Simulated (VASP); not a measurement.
Data:

```
CELL_PARAMETERS angstrom
      1.88769    -3.26957     0.00000
      1.88769     3.26957     0.00000
      0.00000     0.00000    12.07191
ATOMIC_POSITIONS crystal
  La 0.00000 0.00000 0.50000
  La 0.00000 0.00000 0.00000
  La 0.33333 0.66667 0.25000
  La 0.66667 0.33333 0.75000
```

Method: PBE GGA, VASP's PBE PAW potentials (set 64) (plane waves; VASP). Run with 520 eV cut-off, 11×11×3 Γ-centred mesh, tetrahedra with Blöchl corrections, potentials La.

### Question
Estimate the energy per atom (σ→0), band gap (on the k-mesh) with the smallest direct gap where there is one.

### Answer

```json
{
 "band gap (on the k-mesh)": "none (metal, semimetal or under 0.01 eV)",
 "energy per atom (σ→0)": "-4887 meV/atom"
}
```

The absolute energy has meaning only against runs of the same code, potentials and settings.

The compound is La in the dhcp structure. It was relaxed first.
